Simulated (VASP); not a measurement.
Given:

```
Mn
1.0
    2.25085     0.00000     0.00000
    0.00000     2.25085     0.00000
    0.00000     0.00000     2.25085
Mn
1
Direct
  0.00000   0.00000   0.00000
```
Starting moments (μB, in the order of the record's atoms Mn): 0.4.

All values below come from PBEsol GGA, VASP's PBE PAW potentials (set 64) (plane waves; VASP). Run with 400 eV cut-off, Gaussian smearing of 0.050 eV, potentials Mn_pv.

The moments were started parallel, and other spin orders were not tried in this run.

Problem. Estimate the cell moment, band gap (along the path) with the smallest direct gap where there is one.

Solution. 
| Property | Result |
|---|---|
| band gap (along the path) | none (metal, semimetal or under 0.01 eV) |
| cell moment | 0.00 μB |

The absolute energy has meaning only against runs of the same code, potentials and settings.

The structure was generated: Mn was put into the simple-cubic type (Pm-3m), which need not be its known phase. It was relaxed first, which changed the volume by -11 %.
